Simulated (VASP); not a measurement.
Computed with PBE GGA, VASP's PBE PAW potentials (set 64) (plane waves; VASP).

VASP ran on this input.

**INCAR**
```
SYSTEM = Be3HgSe4
PREC = Accurate; ENCUT = 400; LREAL = F
LASPH = T; ICHARG = 11
EDIFF = 1E-6; NELM = 100; ALGO = Normal
LMAXMIX = 6
ISMEAR = 0; SIGMA = 0.05
GGA = PE
LWAVE = F; LCHARG = F
```

File POSCAR:
```
Be3HgSe4
1.0
  5.4614673315   0.0000000000   0.0000000000
  0.0000000000   5.4614673315   0.0000000000
  0.0000000000   0.0000000000   5.4614673315
Hg Se Be
1 4 3
Cartesian
  0.0000000000   0.0000000000   0.0000000000
  1.4992343387   1.4992343387   1.4992343387
  3.9622329928   3.9622329928   1.4992343387
  3.9622329928   1.4992343387   3.9622329928
  1.4992343387   3.9622329928   3.9622329928
  2.7307336657   2.7307336657   0.0000000000
  2.7307336657   0.0000000000   2.7307336657
  0.0000000000   2.7307336657   2.7307336657
```

File KPOINTS:
```
k-points along high-symmetry lines
15
Line-mode
Reciprocal
  0.000000   0.000000   0.000000 ! GAMMA
  0.000000   0.500000   0.000000 ! X

  0.000000   0.500000   0.000000 ! X
  0.500000   0.500000   0.000000 ! M

  0.500000   0.500000   0.000000 ! M
  0.000000   0.000000   0.000000 ! GAMMA

  0.000000   0.000000   0.000000 ! GAMMA
  0.500000   0.500000   0.500000 ! R

  0.500000   0.500000   0.500000 ! R
  0.000000   0.500000   0.000000 ! X

  0.500000   0.500000   0.500000 ! R
  0.500000   0.500000   0.000000 ! M
```

POTCAR, in this order: Hg Se Be (PBE.64 set). Program: vasp_std. Read from the step before: CHGCAR.

The resulting files:

### OSZICAR
```
       N       E                     dE             d eps       ncg     rms          rms(c)
DAV:   1     0.205522954624E+03    0.20552E+03   -0.15826E+04  4680   0.113E+03
DAV:   2    -0.131262817943E+02   -0.21865E+03   -0.21361E+03  5660   0.246E+02
DAV:   3    -0.285410441775E+02   -0.15415E+02   -0.15339E+02  5950   0.702E+01
DAV:   4    -0.287533791415E+02   -0.21233E+00   -0.21199E+00  5794   0.835E+00
DAV:   5    -0.287561631808E+02   -0.27840E-02   -0.27834E-02  5978   0.909E-01
DAV:   6    -0.287562041409E+02   -0.40960E-04   -0.40957E-04  5872   0.107E-01
DAV:   7    -0.287562052228E+02   -0.10819E-05   -0.10818E-05  5756   0.151E-02
DAV:   8    -0.287562052592E+02   -0.36391E-07   -0.36355E-07  4506   0.263E-03
   1 F= -.28756205E+02 E0= -.28756205E+02  d E =-.152769E-15
```

**OUTCAR**
```
 val. band max:        2.6103182581   @ k =   0.0000   0.0000   0.0000

 cond. band min:       4.2484808195   @ k =   0.0000   0.0000   0.0000



 k-point     1 :       0.0000    0.0000    0.0000
  band No.  band energies     occupation
      1     -10.9425      2.00000
      2      -9.5701      2.00000
      3      -9.5701      2.00000
      4      -9.5701      2.00000
      5      -3.7480      2.00000
      6      -3.7480      2.00000
      7      -3.6444      2.00000
      8      -3.6444      2.00000
      9      -3.6444      2.00000
     10      -2.7942      2.00000
     11      -1.9378      2.00000
     12      -1.9378      2.00000
     13      -0.0397      2.00000
     14      -0.0397      2.00000
     15      -0.0397      2.00000
     16       0.0673      2.00000
     17       0.0673      2.00000
     18       0.0673      2.00000
     19       2.6103      2.00000
     20       2.6103      2.00000
     21       2.6103      2.00000
     22       4.2485      0.00000
     23       5.4242      0.00000
     24       5.4555      0.00000
     25       5.4555      0.00000
     26       5.4555      0.00000

 k-point     2 :       0.0000    0.0357    0.0000
  band No.  band energies     occupation
      1     -10.9393      2.00000
      2      -9.5752      2.00000
      3      -9.5699      2.00000
      4      -9.5699      2.00000
      5      -3.7492      2.00000
      6      -3.7466      2.00000
      7      -3.6469      2.00000
      8      -3.6442      2.00000
      9      -3.6442      2.00000
     10      -2.7825      2.00000
     11      -1.9388      2.00000
     12      -1.9315      2.00000
     13      -0.0521      2.00000
     14      -0.0521      2.00000
     15      -0.0436      2.00000
     16       0.0548      2.00000
     17       0.0767      2.00000
     18       0.0767      2.00000
     19       2.5657      2.00000
     20       2.6053      2.00000
     21       2.6053      2.00000
     22       4.2934      0.00000
     23       5.4107      0.00000
...
```

The density is held fixed in this step, so its total energy and stress have no physical meaning. Unless said otherwise, spin-orbit coupling is left out, though it shifts the bands of the heavy elements here.

The structure was generated: Be3HgSe4 was put into an ordered model structure (P-43m), which need not be its known phase. It was relaxed first.
